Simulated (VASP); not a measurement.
Ba2Tl5V3O12:

```
Ba V Tl O
1.0
     9.93665    0.00000    0.00000
     0.00000    9.93665    0.00000
     0.00000    0.00000    6.65552
Ba V Tl O
2 3 5 12
Direct
  0.00000 0.50000 0.00000
  0.50000 0.00000 0.00000
  0.50000 0.50000 0.00000
  0.50000 0.00000 0.50000
  0.00000 0.50000 0.50000
  0.00000 0.00000 0.50000
  0.67321 0.32679 0.46014
  0.32679 0.67321 0.46014
  0.67321 0.67321 0.53986
  0.32679 0.32679 0.53986
  0.39848 0.60152 0.14652
  0.60152 0.39848 0.14652
  0.60152 0.60152 0.85348
  0.39848 0.39848 0.85348
  0.59959 0.09072 0.33579
  0.40041 0.09072 0.66421
  0.59959 0.90928 0.66421
  0.40041 0.90928 0.33579
  0.09072 0.59959 0.33579
  0.09072 0.40041 0.66421
  0.90928 0.59959 0.66421
  0.90928 0.40041 0.33579
```

The cell was built by a generator and needn't be a form met in nature.

* Program: VASP 6.6.1
* Task: relaxation of cell and atoms
* Functional: PBEsol
* Potentials or basis: VASP PAW PBE potentials, release 64 (Ba_sv, V_sv, Tl_d, O)
* Cutoff: 600 eV
* k mesh: 3 × 3 × 4
* Occupations: fermi-dirac, width 0.05 eV
* Spin: collinear spin, ferromagnetic start
* Starting moments: [0.0, 0.0, 2.0, 2.0, 2.0, 0.0, 0.0, 0.0, 0.0, 0.0, 0.0, 0.0, 0.0, 0.0, 0.0, 0.0, 0.0, 0.0, 0.0, 0.0, 0.0, 0.0] μB

At the start: pressure -1.4 GPa; volume 29.87 Å³/atom.

Problem. How do energy, volume and symmetry change on relaxing?

Solution. Over 26 steps the energy falls by 10.1 meV/atom and the volume is 27.37 Å³/atom (-8.4 %); space group P-42m (No. 111, to 0.05 Å); moment 0.00 μB per cell.

Step by step:
| step | energy change (eV) | largest force (eV/Å) | pressure (GPa) | volume (Å³) |
| --- | --- | --- | --- | --- |
| 1 | 0.0000 | 0.2606 | -1.42 | 657.15 |
| 2 | -0.0131 | 0.9272 | 1.13 | 632.35 |
| 3 | -0.0697 | 0.4038 | -0.13 | 643.90 |
| 4 | -0.1255 | 0.1309 | -0.07 | 634.11 |
| 5 | -0.1319 | 0.2139 | -0.03 | 629.51 |
| 6 | -0.1614 | 0.1856 | -0.09 | 624.52 |
| 7 | -0.1699 | 0.3858 | -0.13 | 619.71 |
| 8 | -0.1881 | 0.2263 | -0.06 | 615.65 |
| 9 | -0.1941 | 0.1530 | 0.04 | 610.84 |
| 10 | -0.2038 | 0.1312 | -0.07 | 609.22 |
| 11 | -0.2111 | 0.3233 | -0.41 | 604.37 |
| 12 | -0.2124 | 0.2615 | -0.31 | 605.70 |
| 13 | -0.2198 | 0.0930 | -0.08 | 602.68 |
| 14 | -0.2208 | 0.0351 | 0.06 | 600.98 |
| 15 | -0.2208 | 0.0345 | 0.05 | 601.08 |
| 16 | -0.2212 | 0.0265 | 0.03 | 601.20 |
| 17 | -0.2216 | 0.0366 | -0.01 | 601.47 |
| 18 | -0.2216 | 0.0430 | -0.02 | 601.54 |
| 19 | -0.2219 | 0.0191 | 0.01 | 601.49 |
| 20 | -0.2219 | 0.0173 | 0.03 | 601.48 |
| 21 | -0.2219 | 0.0172 | 0.03 | 601.47 |
| 22 | -0.2220 | 0.0148 | 0.02 | 601.72 |
| 23 | -0.2221 | 0.0172 | 0.00 | 601.91 |
| 24 | -0.2221 | 0.0284 | -0.03 | 602.30 |
| 25 | -0.2221 | 0.0208 | -0.01 | 602.06 |
| 26 | -0.2221 | 0.0074 | 0.00 | 602.14 |

Final structure:
```xyz
22
Lattice="9.5187 0.0000 0.0000 0.0000 9.5187 0.0000 0.0000 0.0000 6.6457" Properties=species:S:1:pos:R:3 pbc="T T T"
Ba    0.0000    4.7594    0.0000
Ba    4.7594    9.5187    0.0000
V     4.7594    4.7594    0.0000
V     4.7594    9.5187    3.3228
V     0.0000    4.7594    3.3228
Tl    0.0000    9.5187    3.3228
Tl    6.3695    3.1492    3.0925
Tl    3.1492    6.3695    3.0925
Tl    6.3695    6.3695    3.5532
Tl    3.1492    3.1492    3.5532
O     3.7520    5.7667    0.9641
O     5.7667    3.7520    0.9641
O     5.7667    5.7667    5.6816
O     3.7520    3.7520    5.6816
O     5.7554    0.8874    2.2383
O     3.7633    0.8874    4.4074
O     5.7554    8.6313    4.4074
O     3.7633    8.6313    2.2383
O     0.8874    5.7554    2.2383
O     0.8874    3.7633    4.4074
O     8.6313    5.7554    4.4074
O     8.6313    3.7633    2.2383
```

Caveat: the PAW data sets were made with another functional, which shifts forces and pressure a little.
